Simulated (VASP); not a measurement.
GaGe under changes of volume

One of the cells (23.637 Å³/atom); the others are scaled copies at fixed shape and fractional positions:

```
Ge Ga
1.0
     0.00000    2.86989    2.86989
     2.86989    0.00000    2.86989
     2.86989    2.86989    0.00000
Ge Ga
1 1
Direct
  0.00000 0.00000 0.00000
  0.25000 0.25000 0.25000
```

The cell comes from a database or a generator and needn't be the stable form of this composition.

| Quantity | Value |
| --- | --- |
| Program | VASP 6.6.1 |
| Functional | PBE |
| Dispersion | D3(BJ) |
| Potentials or basis | VASP PAW PBE potentials, release 64 (Ge_d, Ga_d) |
| Cutoff | 520 eV |
| k mesh | 8 × 8 × 8 |
| Occupations | fermi-dirac, width 0.05 eV |
| Spin | no spin polarisation |

```csv
volume (Å³/atom),energy over the lowest point (meV/atom),pressure (GPa)
22.692,6.67,2.3
23.164,1.57,1.1
23.637,0.00,-0.1
24.110,?,?
24.583,5.93,-1.9
```

Q: What does the run at 24.110 Å³/atom give?

A: Energy over the lowest point 1.56 meV/atom; pressure -1.1 GPa.

Worked out: A Birch-Murnaghan fit of order 2 (a polynomial in V^(-2/3)) to the other rows has its minimum at 23.63 Å³/atom with B0 = V·E''(V) = 53 GPa. It gives 1.53 meV/atom at 24.110 Å³/atom, against the run's 1.56, and -dE/dV = -1.0 GPa, against -1.1.

Energies are extrapolated to zero smearing.

Caveats: pairwise dispersion overbinds metals, which lowers pressure and volume.
